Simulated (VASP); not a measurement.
All values below come from rev-vdW-DF2, VASP's PBE PAW potentials (set 64) (plane waves; VASP).

The input files of a VASP run:

File POSCAR:
```
CdSe
1
    2.2010507512    -3.8123314826     0.0000000000
    2.2010507512     3.8123314826     0.0000000000
    0.0000000000     0.0000000000     7.1751430911
Cd Se
2 2
Direct
  0.6666670000   0.3333330000   0.5000512204
  0.3333330000   0.6666670000   0.0000512204
  0.6666670000   0.3333330000   0.8759487796
  0.3333330000   0.6666670000   0.3759487796
```

INCAR:
```
# general
SYSTEM    =  CdSe
PREC      =  Accurate
ENCUT     =  520
LREAL     =  F
LASPH     =  T

# electronic loop
EDIFF     =  1E-7
NELM      =  100
ALGO      =  Normal
LMAXMIX   =  4

# smearing
ISMEAR    =  0
SIGMA     =  0.05

# functional
GGA       =  MK
LUSE_VDW  =  T
AGGAC     =  0.0
PARAM1    =  0.1234568
PARAM2    =  0.7114
ZAB_VDW   =  -1.8867

# ions
IBRION    =  2
NSW       =  30
ISIF      =  4
EDIFFG    =  -0.01

# output
LWAVE     =  F
LCHARG    =  F
```

### KPOINTS
```
Automatic mesh
0
Gamma
6 6 3
0 0 0
```

POTCAR, in this order: Cd Se (PBE.64 set). Program: vasp_std.

The resulting files:

**OSZICAR**
```
       N       E                     dE             d eps       ncg     rms          rms(c)
DAV:   1     0.245051421491E+03    0.24505E+03   -0.16994E+04   616   0.145E+03
DAV:   2     0.101650517464E+02   -0.23489E+03   -0.22936E+03   688   0.343E+02
DAV:   3    -0.294114692363E+01   -0.13106E+02   -0.13055E+02   736   0.805E+01
DAV:   4    -0.306055010685E+01   -0.11940E+00   -0.11936E+00   652   0.755E+00
DAV:   5    -0.306165889364E+01   -0.11088E-02   -0.11087E-02   766   0.668E-01    0.763E+00
DAV:   6    -0.230043603540E+01    0.76122E+00   -0.18076E+00   728   0.127E+01    0.610E+00
DAV:   7    -0.227172704799E+01    0.28709E-01   -0.51298E-01   670   0.393E+00    0.267E+00
DAV:   8    -0.226989883808E+01    0.18282E-02   -0.49868E-02   688   0.246E+00    0.309E-01
DAV:   9    -0.226922007132E+01    0.67877E-03   -0.85591E-03   712   0.111E+00    0.923E-02
DAV:  10    -0.226925761246E+01   -0.37541E-04   -0.76032E-04   688   0.314E-01    0.653E-02
DAV:  11    -0.226930834047E+01   -0.50728E-04   -0.17093E-04   640   0.981E-02    0.215E-02
DAV:  12    -0.226928273878E+01    0.25602E-04   -0.98247E-05   724   0.898E-02    0.500E-03
DAV:  13    -0.226928340866E+01   -0.66988E-06   -0.10681E-05   706   0.187E-02    0.374E-03
DAV:  14    -0.226928332661E+01    0.82051E-07   -0.24085E-07   672   0.259E-03
   1 F= -.22692833E+01 E0= -.22692833E+01  d E =-.226928E+01
       N       E                     dE             d eps       ncg     rms          rms(c)
DAV:   1    -0.226956338447E+01   -0.27998E-03   -0.11157E-02   616   0.771E-01    0.780E-02
DAV:   2    -0.226940902922E+01    0.15436E-03   -0.21723E-04   724   0.149E-01    0.415E-02
DAV:   3    -0.226933598704E+01    0.73042E-04   -0.13821E-04   682   0.941E-02    0.131E-02
DAV:   4    -0.226933557880E+01    0.40824E-06   -0.17655E-05   694   0.381E-02    0.734E-03
DAV:   5    -0.226933529108E+01    0.28772E-06   -0.63573E-07   706   0.708E-03    0.217E-03
DAV:   6    -0.226933531081E+01   -0.19735E-07   -0.12979E-07   400   0.270E-03
   2 F= -.22693353E+01 E0= -.22693353E+01  d E =-.519842E-04
```

**OUTCAR**
```
------------------------ aborting loop because EDIFF is reached ----------------------------------------
  FORCE on cell =-STRESS in cart. coord.  units (eV):
  Direction    XX          YY          ZZ          XY          YZ          ZX
  --------------------------------------------------------------------------------------
  Total       -1.0128837     -1.0128835     -0.9780922      0.0000000      0.0000000      0.0000000
  in kB      -13.4768651    -13.4768634    -13.0139487      0.0000000      0.0000000      0.0000000
  external PRESSURE =     -13.3225591 kB  Pullay stress =       0.0000000 kB
  volume of cell :      120.42
      direct lattice vectors                 reciprocal lattice vectors
     2.200194373 -3.810848199  0.000000000     0.227252649 -0.131204387 -0.000000000
     2.200194373  3.810848199  0.000000000     0.227252649  0.131204387 -0.000000000
     0.000000000  0.000000000  7.180729705     0.000000000  0.000000000  0.139261613
  FREE ENERGIE OF THE ION-ELECTRON SYSTEM (eV)
  ---------------------------------------------------
  free  energy   TOTEN  =        -2.2693353108 eV

  energy  without entropy=       -2.2693353087  energy(sigma->0) =       -2.26933531

 reached required accuracy - stopping structural energy minimisation
```
(Selected blocks of OUTCAR.)

CONTCAR:
```
CdSe
   1.00000000000000
     2.2001943731974216   -3.8108481986760805    0.0000000000000000
     2.2001943731974216    3.8108481986760805    0.0000000000000000
     0.0000000000000000    0.0000000000000000    7.1807297045233227
  Cd              Se
     2     2
Direct
     0.6666669999999968    0.3333330000000032    0.5000587797456749
     0.3333330000000032    0.6666669999999968    0.0000587797456749
     0.6666669999999968    0.3333330000000032    0.8759412202543299
     0.3333330000000032    0.6666669999999968    0.3759412202543299
```

The compound is CdSe in the wurtzite structure. This cell is one point of a volume scan, at 1.03 of the reference volume. Symmetry was kept, so distortions that lower it aren't found.
